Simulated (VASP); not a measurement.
# Pressure, band gap and energy of TiNCl (Pmmn) under even scaling of the cell, r2SCAN

A common rule of thumb takes pressure as proportional to volume change, with the bulk modulus as the constant. We test how far it holds for TiNCl, a layered semiconductor, when the volume of the cell is changed by up to about 6 % either way. The answer matters wherever a compressed or expanded crystal is described by one elastic constant and one fixed gap. Volume changes are measured from the minimum of the fitted energy curve, energies from the lowest member, and positive pressure means a compressed cell. The shape of the cell and the fractional positions are held fixed, so the series describes an imposed even scaling and not the response of a crystal in a pressure medium.

## Method

A cell from a diffraction database, relaxed at this level and then scaled evenly, fractional positions kept. VASP 6.6.1, plane waves with PAW, r2SCAN, cutoff 520 eV, k mesh 7×6×3, no spin polarisation, no spin-orbit coupling, static lattice. A Birch-Murnaghan fit to the energies has its minimum at 17.23 Å³ per atom.

Notes on method and selection:

- The pressure is that of a finite plane-wave basis, so it need not vanish exactly at the minimum of the energy.
- Only series whose fit has its minimum inside the range and an error under 0.5 meV per atom are shown.
- Where rows or columns differ in functional or spin-orbit coupling, non-spherical gradient terms in the PAW spheres (LASPH) may be on in some and off in others.
- Runs that did not converge, have known faults or may not be shown are not listed, and runs on Ansatz's PAW sets soft_1 and soft_2 are kept to separate tables.

Columns:

- volume change (%): volume relative to the fitted equilibrium volume.
- pressure (GPa): pressure from the stress tensor (positive: compressed).
- energy (meV/atom): energy per atom above the lowest point of the series.
- gap (eV): smallest gap on the k mesh.

Input lines of one member:

```
PREC = Accurate
ENCUT = 520
EDIFF = 1E-06
NELM = 100
ISMEAR = 0
SIGMA = 0.05
LREAL = .FALSE.
ALGO = Normal
METAGGA = R2SCAN
LASPH = .TRUE.
NBANDS = 30
LORBIT = 11
KPAR = 4
ISIF = 2
```

Command (options for logging and memory left out): `mpirun -np 4 vasp_std`

## Numbers

| member | volume change (%) | pressure (GPa) | energy (meV/atom) | gap (eV) |
| --- | --- | --- | --- | --- |
| 16.18 Å³ | −6.11 | 8.94 | 28.4 | 0.883 |
| 16.53 Å³ | −4.11 | ? | ? | ? |
| 16.87 Å³ | −2.12 | 2.68 | 3.2 | 0.908 |
| 17.21 Å³ | −0.12 | 0.00 | 0.0 | 0.918 |
| 17.56 Å³ | 1.88 | −2.41 | 2.3 | 0.925 |
| 17.90 Å³ | 3.88 | −4.61 | 9.6 | 0.932 |
| 18.25 Å³ | 5.87 | −6.57 | 21.3 | 0.936 |

Cells marked ? are withheld until the estimate has been made.

Least-squares fits to the members shown, with x = volume change (%); R² and errors in the fitted variable (y, or ln y where the fit is in ln y):

| y | members | fit | R² | rms residual | leave-one-out rms | the same for the mean of the others |
| --- | --- | --- | --- | --- | --- | --- |
| pressure (GPa) | 6 | y = −0.14821 − 1.2834 x + 0.032976 x² | 1.00 | 0.026 | 0.12 | 6.1 |
| energy (meV/atom) | 6 | y = 0.03933 − 0.3626 x + 0.6930 x² | 1.00 | 0.48 | 2.2 | 13 |

## Mechanism

Pressure falls with volume throughout the members shown, but not in proportion. Between −6.11 and −2.12 % the slope is (2.68 − 8.94) / (6.11 − 2.12) = −1.57 GPa per %, and between 3.88 and 5.87 % it is (−6.57 + 4.61) / (5.87 − 3.88) = −0.98 GPa per %. One constant therefore serves only near equilibrium. There, (2.68 + 2.41) / 4.00 = 1.27 GPa per %, a stiffness of about 1.27 × 100 = 127 GPa.

The bend follows from $P = -\mathrm{d}E/\mathrm{d}V$: repulsion between neighbouring atoms rises steeply as they approach, while the attraction weakens more gently as they separate. The energy shows the same asymmetry, with 28.4 meV/atom at −6.11 % against 21.3 meV/atom at 5.87 %.

The stiffness belongs to this way of scaling. Even compression shortens the strong Ti–N bonds within the layers in the same proportion as the weak contacts between them. Under hydrostatic pressure the space between the layers would take up more of the change, and the crystal would be softer. The stress is accordingly weakest along c, and forces along c remain on the atoms.

The pressure reads 0.00 GPa at −0.12 %, slightly below the volume of the energy minimum. With the local slope, the offset at the minimum is about −0.12 × 1.27 = −0.15 GPa, which we assign to the finite plane-wave basis.

The gap, direct at Γ, widens across the series by only 0.936 − 0.883 = 0.053 eV. Compression thus narrows it, contrary to what is familiar from many tetrahedral semiconductors. A possible cause is broadening of the N and Cl p bands and the Ti d bands as their overlap grows, partly offset by a stronger bonding–antibonding splitting. The absolute gaps should be used with caution, since r2SCAN usually gives gaps that are too small.

## Blind estimate

Plain estimates from the members shown:

- 16.53 Å³, fit at x = −4.11: 5.68 GPa
- 16.53 Å³, straight-line interpolation between 16.18 Å³ and 16.87 Å³: w = (−4.11 − (−6.11)) / (−2.12 − (−6.11)) = 0.501, so 8.94 + 0.501 × (2.68 − 8.94) = 5.80 GPa

The straight line gives 5.80 GPa, which must be too high because the pressure curve bends upwards on compression. The quadratic fit gives 5.68 GPa, but it assumes one curvature for the whole range and already lies 0.04 GPa above the member at −2.12 %.

We instead pass a cubic through the four nearest members, at −6.11, −2.12, −0.12 and 1.88 %, which lets the curvature change with volume. The weight of member i is the Lagrange product $w_i = \prod_{j \neq i} (x - x_j)/(x_i - x_j)$ over the other three members, with x the volume change sought. The distances between volume changes, in %, include 6.11 − 4.11 = 2.00, 4.11 − 2.12 = 1.99, 4.11 − 0.12 = 3.99, 4.11 + 1.88 = 5.99 and 6.11 + 1.88 = 7.99. At x = −4.11 % the weights are

- member at −6.11 %: (1.99 × 3.99 × 5.99) / (3.99 × 5.99 × 7.99) = 0.249
- member at −2.12 %: (2.00 × 3.99 × 5.99) / (3.99 × 2.00 × 4.00) = 1.498
- member at −0.12 %: −(2.00 × 1.99 × 5.99) / (5.99 × 2.00 × 2.00) = −0.995
- member at 1.88 %: (2.00 × 1.99 × 3.99) / (7.99 × 4.00 × 2.00) = 0.248

and the pressure is

0.249 × 8.94 + 1.498 × 2.68 − 0.995 × 0.00 + 0.248 × (−2.41) = 5.64 GPa.

As a trial, the same construction predicts the member at −2.12 % from those at −6.11, −0.12, 1.88 and 3.88 %. The widest distance is now 6.11 + 3.88 = 9.99, and the weights are

- member at −6.11 %: (2.00 × 4.00 × 6.00) / (5.99 × 7.99 × 9.99) = 0.100
- member at −0.12 %: (3.99 × 4.00 × 6.00) / (5.99 × 2.00 × 4.00) = 1.998
- member at 1.88 %: −(3.99 × 2.00 × 6.00) / (7.99 × 2.00 × 2.00) = −1.498
- member at 3.88 %: (3.99 × 2.00 × 4.00) / (9.99 × 4.00 × 2.00) = 0.399

which give

0.100 × 8.94 + 1.998 × 0.00 − 1.498 × (−2.41) + 0.399 × (−4.61) = 2.67 GPa,

against 2.68 GPa in the table.

We add no further correction. The gap stays open on both sides of the missing member and changes little, so nothing suggests an electronic transition, and the fixed fractional positions rule out a jump in the internal structure. The basis offset is already contained in the pressures used. The trial misses by about 0.01 GPa, and rounding of the inputs adds somewhat less; as this is a single trial, we set the standard deviation at 0.02 GPa.

**Committed estimate, 16.53 Å³: pressure = 5.64 ± 0.02 GPa.**

## The answer

| member | volume change (%) | pressure (GPa) | energy (meV/atom) | gap (eV) |
| --- | --- | --- | --- | --- |
| 16.53 Å³ | −4.11 | 5.65 | 12.4 | 0.897 |

| member | estimate | pressure (GPa) | computed | estimate − computed | miss in error bars |
| --- | --- | --- | --- | --- | --- |
| 16.53 Å³ | committed | 5.64 | 5.65 | −0.01 | 0.5 |
| 16.53 Å³ | fit | 5.68 | 5.65 | +0.03 |  |
| 16.53 Å³ | interpolation | 5.80 | 5.65 | +0.15 |  |

The estimate of 5.64 GPa lies 0.01 GPa below the computed 5.65 GPa, inside its error bar of 0.02 GPa. It did better than the quadratic fit, which is 0.03 GPa too high, and much better than the straight line, which is 0.15 GPa too high. Both objections held: the pressure curve bends upwards on compression, and its curvature is not quite constant. The gap of 0.897 eV also falls between those of its neighbours, as expected without an electronic transition.

The new member allows a check of $P = -\mathrm{d}E/\mathrm{d}V$. From −6.11 to −4.11 % the volume changes by 0.0200 × 17.23 = 0.345 Å³ per atom, and the mean of the two end pressures is (8.94 + 5.65) / 2 = 7.30 GPa. With 1 GPa Å³ = 6.24 meV, the work is 7.30 × 0.345 × 6.24 = 15.7 meV/atom, against 28.4 − 12.4 = 16.0 meV/atom from the energies. Removing the basis offset of −0.15 GPa, taken to be the same here as at the minimum, adds 0.15 × 0.345 × 6.24 = 0.3 meV/atom and closes the difference.

## Where the trend breaks

Least-squares fits to the whole series, with x = volume change (%); R² and errors in the fitted variable (y, or ln y where the fit is in ln y):

| y | members | fit | R² | rms residual | leave-one-out rms | the same for the mean of the others |
| --- | --- | --- | --- | --- | --- | --- |
| pressure (GPa) | 7 | y = −0.15290 − 1.2822 x + 0.032976 x² | 1.00 | 0.027 | 0.068 | 6.0 |
| energy (meV/atom) | 7 | y = −0.07669 − 0.3328 x + 0.6930 x² | 1.00 | 0.52 | 1.4 | 11 |

Largest departures from the fit to the whole series:

| member | pressure (GPa) | fit | computed − fit | in rms residuals |
| --- | --- | --- | --- | --- |
| 17.56 Å³ | −2.41 | −2.45 | +0.04 | 1.4 |
| 16.87 Å³ | 2.68 | 2.71 | −0.03 | 1.3 |
| 16.18 Å³ | 8.94 | 8.91 | +0.03 | 1.0 |
| 18.25 Å³ | −6.57 | −6.54 | −0.03 | 1.0 |

No member stands out: the largest departure from the quadratic fit is 0.04 GPa, at 17.56 Å³, or 1.4 rms residuals. The signs nevertheless follow a pattern, with the computed pressure above the fit at 16.18 Å³, below it at 16.87 Å³, above it at 17.56 Å³ and below it at 18.25 Å³. This is what a missing cubic term leaves behind, so the likeliest reason is the form of the fit and not a fault in single runs.

## Summary

The proportional rule works near equilibrium but fails towards the ends of the series. With 1.27 GPa per %, it gives 1.27 × 6.11 = 7.8 GPa at −6.11 %, where the computed pressure is 8.94 GPa, and −1.27 × 5.87 = −7.5 GPa at 5.87 %, where it is −6.57 GPa. Both are off by 13 to 14 %. For a further volume inside the range, a cubic through the four nearest members should be good to a few hundredths of a GPa.

For the gap, the mean coefficient over the series is (0.883 − 0.936) / (8.94 + 6.57) = −0.0034 eV/GPa. It applies to even scaling with fixed fractional positions and should not be used as the hydrostatic coefficient.

One fixed gap serves better than one elastic constant: using the computed gap at −0.12 % for every member errs by at most 0.918 − 0.883 = 0.035 eV, at the most compressed volume. That is about 4 % of the gap there, against about 13 % for the pressure.

[Logs are printed without paths, hosts, clocks, repeated set-up lines and the standing remarks that a program may print on its own settings, such as how far it seeks lower states.]
